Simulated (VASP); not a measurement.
VASP input:

INCAR:
```
SYSTEM = CdS
PREC = Accurate; ENCUT = 480; LREAL = .FALSE.
LASPH = .TRUE.
EDIFF = 1E-7; NELM = 100; ALGO = Normal
LMAXMIX = 4
ISMEAR = 0; SIGMA = 0.05
GGA = PE
ISIF = 2
LWAVE = .FALSE.; LCHARG = .FALSE.
```

**KPOINTS**
```
Automatic mesh
0
Gamma
  8 8 8
```

File POSCAR:
```
CdS
1.0
  0.0000000000   2.9605175066   2.9605175066
  2.9605175066   0.0000000000   2.9605175066
  2.9605175066   2.9605175066   0.0000000000
Cd S
1 1
Cart
  0.0000000000   0.0000000000   0.0000000000
  1.4802587533   1.4802587533   1.4802587533
```

POTCAR, in this order: Cd S (PBE.64 set). Program: vasp_std.

Question: Write an equivalent input for Ansatz.

Answer: One equivalent input (not run):
Ansatz 0.2 input:
```yaml
crystal:
  lattice:
    - [0.0000000, 2.9605175, 2.9605175]
    - [2.9605175, 0.0000000, 2.9605175]
    - [2.9605175, 2.9605175, 0.0000000]
  atoms:
    - { symbol: Cd, position: [0.0000000, 0.0000000, 0.0000000] }
    - { symbol: S, position: [0.2500000, 0.2500000, 0.2500000] }
kpoints:
  mp_grid: { grid: [8, 8, 8] }
hamiltonian:
  xc: pbe
  pseudopotentials: { kind: paw }
scf:
  occupations: { method: gaussian, width: 0.05 }
  max_iter: 100
output: { forces: true, stress: true, eigenvalues: true }
```
What does not carry over: each code has its own PAW files, so the cut-off isn't converted (ENCUT is set for VASP's; basis.ecutwfc is left out, and Ansatz then takes the one that its files recommend); Ansatz stops its SCF on the density residual and VASP on the energy change (EDIFF).

The compound is CdS in the zinc blende structure, a metastable form; wurtzite is the usual one. It was relaxed first, which changed the volume by +5 %.
